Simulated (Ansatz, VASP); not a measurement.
## Cross-check of Li16Si9O26 between VASP and Ansatz

Aim: how closely do two programs agree when they are given the same cell, functional and k mesh? The structure shown is frame 67 of Ansatz's trajectory.

Program: Ansatz 0.2.0. Level of theory: plane waves, with VASP 6.6.1 beside it; single point at PBE. Results are calculated unless marked as measured.

## (1) Starting point

The cell holds 102 atoms: 18 Si, 32 Li and 52 O. Its edges and angles: a = 10.361 Å, b = 10.361 Å, c = 10.361 Å, α = 90.0°, β = 90.0°, γ = 90.0°. As first built, before any earlier steps moved the atoms (in the runner's words): 102 atoms (18 Si, 32 Li, 52 O) placed at random at 2.33 g/cm^3, melted at 4000 K for 10 ps at fixed volume with the Morse and Coulomb pair potential with partial charges (Pedone, Malavasi, Menziani, Cormack and Segre, J. Phys. Chem. B 110, 11780 (2006)). Snapshot at the end of a hold of 10 ps at 2000 K and fixed volume.

## (2) Ansatz: dynamics, PBE

Ansatz runs on its default PAW (the set named soft_2) files.

One frame of this run of dynamics is then solved in both programs, so the motion causes no difference.

Contents of input.yaml:

```yaml
crystal:
  lattice:
    - [10.3615, 0.0, 0.0]
    - [0.0, 10.3615, 0.0]
    - [0.0, 0.0, 10.3615]
  atoms:
    - { symbol: Si, position: [0.56148, 0.05315, 0.60843] }
    - { symbol: Si, position: [0.40161, 0.82151, 0.60618] }
    - { symbol: Si, position: [0.86312, 0.21544, 0.31651] }
    - { symbol: Si, position: [0.00406, 0.72722, 0.14643] }
    - { symbol: Si, position: [0.11114, 0.55262, 0.77545] }
    - { symbol: Si, position: [0.95073, 0.4288, 0.95588] }
    - { symbol: Si, position: [0.59857, 0.30571, 0.20039] }
    - { symbol: Si, position: [0.20316, 0.01324, 0.98066] }
    - { symbol: Si, position: [0.2897, 0.58906, 0.46481] }
    - { symbol: Si, position: [0.55279, 0.84043, 0.19972] }
    - { symbol: Si, position: [0.04024, 0.99587, 0.21899] }
    - { symbol: Si, position: [0.27672, 0.61449, 0.15171] }
    - { symbol: Si, position: [0.25452, 0.33653, 0.64314] }
    - { symbol: Si, position: [0.85994, 0.02061, 0.54681] }
    - { symbol: Si, position: [0.9576, 0.10763, 0.83392] }
    - { symbol: Si, position: [0.70601, 0.47157, 0.81717] }
    - { symbol: Si, position: [0.69517, 0.56455, 0.54016] }
    - { symbol: Si, position: [0.89676, 0.82438, 0.88825] }
    - { symbol: Li, position: [0.09293, 0.81006, 0.4737] }
    - { symbol: Li, position: [0.31849, 0.21472, 0.41581] }
    - { symbol: Li, position: [0.3864, 0.47352, 0.87886] }
    - { symbol: Li, position: [0.70768, 0.97444, 0.09593] }
    - { symbol: Li, position: [0.79333, 0.45433, 0.19528] }
    - { symbol: Li, position: [0.30016, 0.93844, 0.42093] }
    - { symbol: Li, position: [0.38691, 0.07312, 0.22246] }
    - { symbol: Li, position: [0.57381, 0.32909, 0.53005] }
    - { symbol: Li, position: [0.74067, 0.59664, 0.27711] }
    - { symbol: Li, position: [0.61924, 0.11271, 0.35982] }
    - { symbol: Li, position: [0.11029, 0.11518, 0.47216] }
    - { symbol: Li, position: [0.53354, 0.07347, 0.00978] }
[... 66 atom lines left out ...]
    - { symbol: O, position: [0.36702, 0.35153, 0.7507] }
    - { symbol: O, position: [0.17584, 0.02058, 0.31552] }
    - { symbol: O, position: [0.95192, 0.85476, 0.24301] }
    - { symbol: O, position: [0.29099, 0.43642, 0.52049] }
    - { symbol: O, position: [0.35686, 0.64729, 0.02406] }
    - { symbol: O, position: [0.33498, 0.58195, 0.3021] }
kpoints:
  mp_grid: { grid: [1, 1, 1] }
hamiltonian:
  xc: pbe
scf:
  occupations: { method: fixed }
output:
  forces: true
md:
  timestep: 1.0
  n_steps: 200
  ensemble: nvt_nose_hoover
  temperature: 300
  initial_velocities: maxwell_boltzmann
  seed: 6838
```

Command:

```bash
$ ansatz run input.yaml --threads 4 --pin off --max-ram 8192MiB --backend cpu --events-out ev --progress --plain --runs-dir out
```

Numbers of over 12 decimals in the logs are rounded to 6 here.

What it wrote:

```text
Warning: md: disabling space-group detection — thermal motion breaks the input geometry's symmetry, so no spatial operation reduces the k-mesh or symmetrises the density; time reversal is kept, so that k and −k are solved as one point where they differ and the mesh holds both, and exact exchange and, on two spinor components, a DFT+U term hold to it where the run has them: on two components no moment then forms, and  [...]
Engine: ansatz 0.2.0, aarch64-unknown-linux-gnu
Pseudopotentials: kind: paw
Pseudopotential: Si, paw, valence charge 4, recommended cutoff 420 eV (normal), Si.paw.azcp
Pseudopotential: Li, paw, valence charge 3, recommended cutoff 420 eV (normal), Li.paw.azcp
Pseudopotential: O, paw, valence charge 6, recommended cutoff 420 eV (normal), O.paw.azcp
Functional definition: PBE
  parameter kappa = 0.804
  parameter beta = 0.066725
  exchange = pbe_x(kappa = kappa, mu = beta*pi^2/3)
  correlation = pbe_c(beta = beta)
Crystal: 102 atoms, lattice volume = 1112.418 Å³
Basis set: ecut = 420 eV, 21823 PW (Γ), exchange–correlation on 144×144×144 points (8 copies of the dense FFT grid, shifted against one another)
Bands: 342, of which v1, the nominal top of the filled ones, is band 240 counted from 1 (239 counted from 0)
Symmetry: 1 space group operations
k-points: 1
Non-local potential: Si, projectors of the file, l = 0: 2, l = 1: 2, l = 2: 2
Non-local potential: Li, projectors of the file, l = 0: 3, l = 1: 2, l = 2: 1
Non-local potential: O, projectors of the file, l = 0: 2, l = 1: 2, l = 2: 1
PAW form: soft (Blöchl's): semilocal exchange-correlation on the pseudo side does not see the compensation charge
PAW one-centre angular grid: Si, 110 points (default); XC on 64 Gauss nodes
PAW one-centre angular grid: Li, 110 points (default); XC on 64 Gauss nodes
PAW one-centre angular grid: O, 110 points (default); XC on 64 Gauss nodes
Initial density: superposition of atomic densities (neutral atoms: chi_scale 0, normalization atom), corrected by the library's trained network
Initial wavefunctions: pseudopotential atomic-orbital guess
Functional: x = pbe(κ = 0.804, μ = 0.219515), c = pbe(β = 0.066725)
SCF iter   1: F=—  HF=-47589.063478 eV  |F-HF|=—  |Δ(HF+E_count)|=         —  Δρ=3.59e-3  dr2=2.64e-1  ethr=1.77e-3  ⟨swp⟩=4.0  Hψ=1149  notcnv=0  defer=99
preconditioner: auto → Resta (q_TF=auto, 2.372 Å⁻¹)  ε∞=3.2  [insulator: Δε(μ)=2.281 eV  Ē_g=15.470 eV  n_scr=250 (ndim 8)  ℏωp=22.7 eV  f_vac=0.073  ε∞_Penn≈3.2]
SCF iter   2: F=—  HF=-47589.006101 eV  |F-HF|=—  |Δ(HF+E_count)|=   5.74e-2  Δρ=1.94e-3  dr2=5.94e-2  ethr=5.50e-5  ⟨swp⟩=2.0  Hψ=512  notcnv=0  defer=100
SCF iter   3: F=—  HF=-47588.995406 eV  |F-HF|=—  |Δ(HF+E_count)|=   1.07e-2  Δρ=8.13e-4  dr2=1.81e-2  ethr=1.24e-5  ⟨swp⟩=2.0  Hψ=406  notcnv=0  defer=70
automatic band count: iteration 3 solves 312 bands in place of 342: the levels show a gap, and the empty bands left out lie too high to hold charge; the band table lists the bands solved (type scf.n_extra_bands for more)
SCF iter   4: F=—  HF=-47588.991524 eV  |F-HF|=—  |Δ(HF+E_count)|=   3.88e-3  Δρ=3.28e-4  dr2=1.52e-3  ethr=3.77e-6  ⟨swp⟩=3.0  Hψ=407  notcnv=0  defer=70
SCF iter   5: F=—  HF=-47588.991606 eV  |F-HF|=—  |Δ(HF+E_count)|=   8.19e-5  Δρ=2.39e-4  dr2=5.34e-4  ethr=3.16e-7  ⟨swp⟩=2.0  Hψ=427  notcnv=0  defer=70
SCF iter   6: F=—  HF=-47588.991586 eV  |F-HF|=—  |Δ(HF+E_count)|=   1.97e-5  Δρ=4.67e-5  dr2=2.39e-5  ethr=1.11e-7  ⟨swp⟩=2.0  Hψ=431  notcnv=0  defer=69
SCF iter   7: F=—  HF=-47588.992839 eV  |F-HF|=—  |Δ(HF+E_count)|=   1.25e-3  Δρ=3.02e-5  dr2=8.28e-6  ethr=4.97e-9  ⟨swp⟩=2.0  Hψ=552  notcnv=0  defer=68
SCF iter   8: F=—  HF=-47588.992841 eV  |F-HF|=—  |Δ(HF+E_count)|=   1.55e-6  Δρ=9.26e-6  dr2=9.41e-7  ethr=1.72e-9  ⟨swp⟩=2.0  Hψ=448  notcnv=0  defer=68
SCF iter   9: F=—  HF=-47588.992841 eV  |F-HF|=—  |Δ(HF+E_count)|=   6.49e-7  Δρ=3.67e-6  dr2=1.48e-7  ethr=1.96e-10  ⟨swp⟩=2.0  Hψ=415  notcnv=0  defer=68
SCF iter  10: F=-47588.992841 eV  HF=-47588.992841 eV  |F-HF|=1.27e-9  |Δ(HF+E_count)|=   1.10e-7  Δρ=2.11e-6  dr2=4.92e-8  ethr=2.08e-11  ⟨swp⟩=4.0  Hψ=919  notcnv=0
SCF 1 converged in 10 iterations: F = -47588.992841 eV  dr2 = 4.92e-8
  greatest PAW one-centre occupation: 1.000 electrons in one spin orbital (limit 2), on the Li atom at site 25 (counted from 0), in its partial waves of l = 0
md step     0: t =     0.00 fs  T =   300.0 K  F+E_penalty+E_count = -47588.99284147 eV  E_kin = 3.916578 eV  conserved = -47585.07626350 eV  (10 SCF iters)
[...]
md step   198: t =   198.00 fs  T =   564.9 K  F+E_penalty+E_count = -47612.91615354 eV  E_kin = 7.375497 eV  conserved = -47585.13581562 eV  (3 SCF iters)
[...]
md step   199: t =   199.00 fs  T =   559.9 K  F+E_penalty+E_count = -47612.91768347 eV  E_kin = 7.309376 eV  conserved = -47585.13553040 eV  (4 SCF iters)
[...]
md step   200: t =   200.00 fs  T =   556.9 K  F+E_penalty+E_count = -47612.94606734 eV  E_kin = 7.270264 eV  conserved = -47585.13578664 eV  (8 SCF iters)
SCF converged after 8 iterations
Free energy (F): -47612.946067 eV
Harris-Foulkes:  -47612.946067 eV  (|F-HF|=2.90e-8)
Internal energy: -47612.946067 eV  (E = F + TS)
E sigma→0 (E₀):  -47612.946067 eV
Fermi energy:    3.720586 eV
--- Per-component energies (eV) ---
  E_band       = -3967.786753
  E_kinetic    = 10790.753327
  E_local      = -28326.827106  (includes V_loc(G=0)·N_el)
  E_nonlocal   = 1872.702313
  E_hartree    = 10157.224456
  E_xc         = -5243.620748
  E_vxc        = -6272.441058  (∫ρ·V_xc dr)
  E_paw        = -18156.254274  (= ΣΔE_a)
  E_vpaw       = -2346.561934  (= ΣTr[D̂ρ^β])
  E_aug_tail   = 0.131037  (compensation charges beyond the density's cutoff)
  E_ewald      = -18707.055072
  E_smearing   = -0.000000  (= −TS)
  E_closure    = 0.000000  (closes the sum)
  Σ components = -47612.946067   (vs F -47612.946067, Δ=0.00e0)
--- Forces (eV/Å), atoms counted from 1 ---
  atom   1  Si     0.33084411     1.79822589    -1.26012561
  atom   2  Si    -0.74775044    -1.39856046    -1.30324303
  atom   3  Si    -0.68484093    -0.03329991     1.30359004
  atom   4  Si     1.98195483     0.31754959    -1.36011879
  atom   5  Si    -2.18306094     0.95909704     1.41653061
  atom   6  Si     0.45060746    -0.39140579    -1.09460680
  atom   7  Si     4.41651167     2.18482056    -2.31136145
  atom   8  Si     0.29471376    -1.95233410    -1.92949331
  atom   9  Si     0.89568908    -2.25270156    -0.56166544
  atom  10  Si     0.79605908     6.57481525    -0.34415064
  atom  11  Si    -2.29728025    -2.20643316    -0.09673013
  atom  12  Si     0.23666638     0.18948157    -1.49827682
  atom  13  Si     0.93482501    -0.78890736    -2.32337504
  atom  14  Si     0.58477535    -1.24513545     0.82709432
  atom  15  Si    -0.24572372     1.25643320    -1.41876127
  atom  16  Si     0.13318842     0.55479395    -1.15368393
  atom  17  Si    -3.42891012    -0.96003684     0.46269552
  atom  18  Si     0.63949305     0.25980002    -0.71087873
  atom  19  Li    -0.19650997    -0.05076045    -0.54994247
  atom  20  Li    -0.09316257     0.74366460    -0.07798961
  atom  21  Li     0.09440786    -0.24334250    -0.35456904
  atom  22  Li     0.72248353    -0.74513832    -0.13651927
  atom  23  Li    -0.30787164    -0.11896584    -0.22390926
  atom  24  Li    -0.04655635     0.01053693     0.46875000
[...]
atom  95  O     -1.64582007     0.39768997    -0.06350430
  atom  96  O      0.27231044    -0.53225501     0.74058994
  atom  97  O     -0.21334234    -0.75004323     0.07049048
  atom  98  O      0.85648033     0.73573395    -0.00512158
  atom  99  O      0.62875626     1.88893200     0.59779077
  atom 100  O     -0.32313284     1.04256025     0.53759254
  atom 101  O      0.39913054     0.46342903     0.77884409
  atom 102  O     -1.19151398     0.07341221     0.13477657
  max |Σ_I F_I| component: 9.47e-5 eV/Å
--- MD trajectory: 200 steps, t = 0.0 → 200.0 fs ---
  final state: T = 556.9 K   F+E_penalty+E_count = -47612.94606734 eV   E_kin = 7.270264 eV
  conserved energy: peak-to-peak 6.235e-2 eV (6.112e-4 eV/atom) over 200.0 fs
```

## (3) VASP: single point, PBE

The same cell, functional and mesh now go to VASP, with its own data sets.

Lines of VASP's logs that name or quote its potential files are left out, and so is its time.

Contents of INCAR:

```
SYSTEM = Li16Si9O26
PREC = Accurate
ENCUT = 650
EDIFF = 1E-06
NELM = 120
ISMEAR = 0
SIGMA = 0.01
LREAL = Auto
ALGO = Normal
GGA = PE
NBANDS = 312
LORBIT = 11
LWAVE = .FALSE.
LCHARG = .FALSE.
ISIF = 2
LASPH = .TRUE.
GGA_COMPAT = .FALSE.
EFERMI = MIDGAP
NCORE = 2
```

Contents of POSCAR:

```
Li16Si9O26
1.0
   10.3615000000      0.0000000000      0.0000000000
    0.0000000000     10.3615000000      0.0000000000
    0.0000000000      0.0000000000     10.3615000000
Si Li O
18 32 52
Direct
    0.5615596197      0.0535829754      0.6180958355
    0.3838440380      0.8108671524      0.6326400618
    0.8832215413      0.2142257395      0.3322009362
    0.0004729045      0.7234473773      0.1367659123
    0.1015007480      0.5645707668      0.7634126333
    0.9518506008      0.3779182551      0.9462626068
    0.6148434107      0.2817256189      0.1769627950
    0.2163200309      0.0440959321      0.9644646045
    0.2723254355      0.5955701395      0.4623268832
    0.5457993534      0.8734932201      0.2038990494
    0.0510447329      0.9945664238      0.2386334025
    0.2761762293      0.5799932442      0.1547941900
    0.2322154128      0.3565506925      0.6192153646
    0.8625488588      0.0354871399      0.5899917966
    0.9607682285      0.0908073155      0.8306712349
    0.6975437919      0.4521546108      0.8147275974
    0.7109298847      0.5861989094      0.5395936882
    0.9148771896      0.7936592192      0.8414322251
    0.0746030980      0.8447811610      0.4697968441
    0.4436037253      0.2892920909      0.4349370265
    0.3465907446      0.5012980746      0.9046663128
    0.7381653236      0.9640496067      0.0593060850
    0.8036577716      0.4170438643      0.1708632920
    0.3326545384      0.9389470636      0.4242918496
    0.2987791343      0.0403513005      0.1787289485
    0.6680885972      0.3398735704      0.5896347054
    0.7345461564      0.5994788399      0.2836558413
    0.6233556917      0.1215461082      0.3602760218
    0.1055445640      0.1024948125      0.4987887854
    0.4922839357      0.0945905516      0.0483424215
[... 66 atom lines left out ...]
    0.3307822227      0.3632582155      0.7393524104
    0.1516672296      0.9833132268      0.3601698596
    0.9912078367      0.8442696521      0.2425228008
    0.3010567968      0.4483134681      0.4978043720
    0.3826666023      0.6235197607      0.0508806640
    0.3199536747      0.5908121411      0.3041065483
```

Contents of KPOINTS:

```
Automatic mesh
0
Gamma
1 1 1
0 0 0
```

Potentials, in the order of the species: Si, Li_sv and O (PBE family, release 64).

Command:

```bash
$ mpirun -np 8 vasp_gam
```

What it wrote:

```text
[banner, memory and clock lines left out]
running    8 mpi-ranks, on    1 nodes
[...]
LDA part: xc-table for (Slater+PW92), standard interpolation
 POSCAR, INCAR and KPOINTS ok, starting setup
[...]
entering main loop
       N       E                     dE             d eps       ncg     rms          rms(c)
DAV:   1     0.620586901509E+04    0.62059E+04   -0.29775E+05   632   0.197E+03
DAV:   2    -0.362281677682E+02   -0.62421E+04   -0.58354E+04   720   0.507E+02
DAV:   3    -0.675147446864E+03   -0.63892E+03   -0.63335E+03   760   0.167E+02
DAV:   4    -0.732881591570E+03   -0.57734E+02   -0.57346E+02  1080   0.395E+01
[...]
DAV:  19    -0.650268810462E+03   -0.44504E-06   -0.10121E-05   744   0.719E-03    0.526E-03
DAV:  20    -0.650268811565E+03   -0.11033E-05   -0.41442E-06   600   0.391E-03    0.272E-03
DAV:  21    -0.650268811790E+03   -0.22505E-06   -0.56720E-07   488   0.200E-03
   1 F= -.65026881E+03 E0= -.65026881E+03  d E =0.000000E+00
```

Parts of OUTCAR (step 3):

```text
  Total       13.9680820     17.3727237     22.9205240     -4.1718053      0.3211187      4.1185888
  in kB       20.1177526     25.0213421     33.0116498     -6.0085091      0.4624963      5.9318631
  external PRESSURE =      26.0502482 kB  Pullay stress =       0.0000000 kB

 POSITION                                       TOTAL-FORCE (eV/Angst)
 -----------------------------------------------------------------------------------
      5.81860      0.55520      6.40440        -1.073787      0.525636     -0.375588
      3.97720      8.40180      6.55510        -0.386356      1.307366     -0.608953
      9.15150      2.21970      3.44210         1.228208      2.325899      2.052482
      0.00490      7.49600      1.41710         1.262391     -0.956012     -1.247616
      1.05170      5.84980      7.91010        -2.786234     -2.766461      2.012066
      9.86260      3.91580      9.80470        -1.609475     -0.177013     -2.843435
      6.37070      2.91910      1.83360        -5.552158      1.751622      1.465515
      2.24140      0.45690      9.99330        -3.516247     -4.545847     -2.519432
      2.82170      6.17100      4.79040        -2.248577     -1.004411     -4.328544
      5.65530      9.05070      2.11270         0.629879     -1.670545      0.889649
      0.52890     10.30520      2.47260         2.624878     -2.358424      0.180064
[...]
5.18340      6.04680      3.47440         0.904398      0.318205     -0.147895
      2.30710      0.76830      7.44140         0.484842     -0.241937     -1.386350
[...]
-----------------------------------------------------------------------------------
    total drift:                                0.042174      0.003929      0.016846

  FREE ENERGIE OF THE ION-ELECTRON SYSTEM (eV)
  ---------------------------------------------------
  free  energy   TOTEN  =      -650.2688117898 eV

  energy  without entropy=     -650.2688117898  energy(sigma->0) =     -650.26881179

[... 3 further parts left out ...]
[key lines of the parts left out:]
E-fermi :   4.1538
```

The run ends at a pressure of 2.61 GPa, with forces up to 6.3 eV/Å.

## (4) Differences

Known differences besides the potentials themselves: fixed occupations in Ansatz, narrow Gaussian smearing in VASP; the cutoff is 420 eV in Ansatz and 650 eV in VASP (PREC = Accurate, projectors in real space). Total energies have different zeros and are not compared.

Forces on 10 of the 102 atoms, those with the largest forces and the largest differences (eV/Å; atoms numbered as in POSCAR):

```
atom          Ansatz x, y, z            VASP x, y, z
 Si5   -2.691, -2.752, 2.022   -2.786, -2.766, 2.012
 Si7    -5.575, 1.754, 1.413    -5.552, 1.752, 1.466
 Si8  -3.479, -4.536, -2.517  -3.516, -4.546, -2.519
 Si9  -2.326, -1.019, -4.274  -2.249, -1.004, -4.329
Li44   -1.306, 0.090, -2.015   -1.384, 0.111, -2.106
 O68   2.225, -3.853, -3.235   2.263, -3.826, -3.251
 O79   2.077, -2.865, -1.932   2.103, -2.899, -1.933
 O83     3.195, 1.873, 2.097     3.198, 1.895, 2.128
 O91   -0.914, -0.835, 1.381   -0.966, -0.922, 1.386
 O92    1.495, 1.229, -0.211    1.605, 1.272, -0.188
```

The forces differ by 30 meV/Å r.m.s., which is 2.3 % of the r.m.s. force of 1.311 eV/Å (both taken over all components).

## (5) Results

```yaml
r_m_s_force_difference_single_point_pbe: 2.3 % of the r.m.s. force
```

What this shows: The r.m.s. force difference is 2.3 % of the r.m.s. force (single point, PBE), within the 3 % picked in this series as the mark of a large difference. 2 further runs of this series are not shown here. Such differences can come from data sets, numerical settings and the points named under the comparisons, not from the functional's error against experiment.

[Lines on the potential files, build, host, timing and source positions are cut from VASP's logs without a mark.]

[Logs are printed without paths, hosts, clocks, repeated set-up lines and the standing remarks that a program may print on its own settings, such as how far it seeks lower states.]

[Hosts, paths, dates, database ids (printed as entryN), source tags and the programs' standing remarks are cut or masked in the printed files.]
